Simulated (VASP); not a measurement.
Al15SbN16 (a cell with a defect):

```xyz
32
Lattice="6.2260 0.0000 0.0000 -3.1130 5.3919 0.0000 0.0000 0.0000 9.9620" Properties=species:S:1:pos:R:3 pbc="T T T"
Sb    0.0000    1.7973    0.0843
Al    0.0000    1.7973    4.7401
Al   -1.5479    4.4982   -0.0399
Al   -1.5740    4.4831    5.0045
Al    3.1130    1.7874   -0.0399
Al    3.1130    1.8175    5.0045
Al    1.5479    4.4982   -0.0399
Al    1.5740    4.4831    5.0045
Al    1.5952    0.8763    2.6078
Al    1.5525    0.9009    7.3082
Al    0.0000    3.6393    2.6078
Al    0.0000    3.5900    7.3082
Al    4.6308    0.8763    2.6078
Al    4.6735    0.9009    7.3082
Al    3.1130    3.5946    2.4499
Al    3.1130    3.5946    7.4736
N     0.0000    1.7973    2.6494
N     0.0000    1.7973    6.7795
N    -1.5394    4.5031    1.8675
N    -1.5890    4.4745    6.8688
N     3.1130    1.7776    1.8675
N     3.1130    1.8348    6.8688
N     1.5394    4.5031    1.8675
N     1.5890    4.4745    6.8688
N     1.6308    0.8557    4.4888
N     1.6491    0.8452    9.2031
N     0.0000    3.6804    4.4888
N     0.0000    3.7016    9.2031
N     4.5952    0.8557    4.4888
N     4.5769    0.8452    9.2031
N     3.1130    3.5946    4.3413
N     3.1130    3.5946    9.3837
```

Base run:

- Program: VASP 6.6.1
- Functional: PBE
- Potentials or basis: VASP PAW PBE potentials, release 64 (Sb, Al, N)
- Cutoff: 520 eV
- k mesh: 4 × 4 × 2
- Occupations: fermi-dirac, width 0.01 eV
- Spin: no spin polarisation

Its results: band gap on the k mesh 1.72 eV, indirect (least direct gap 1.81 eV); pressure 11.1 GPa; largest force 0.128 eV/Å.

**Question.** The run is repeated on the same cell with these changes: functional from PBE to r2SCAN; further incar settings from LREAL = Auto; ALGO = Fast; EDIFF = 1e-06; NBANDS = 87 to LREAL = Auto; ALGO = Normal; EDIFF = 1e-08; NBANDS = 87. What comes out?

**Answer.** Band gap on the k mesh 2.00 eV, indirect (least direct gap 2.08 eV); pressure 6.5 GPa; largest force 0.288 eV/Å.

Caveats: spin-orbit coupling is left out, which moves the levels of the heavy elements; the PAW data sets were made with another functional, which shifts forces and pressure a little (some runs).

A k mesh can miss the band edges.
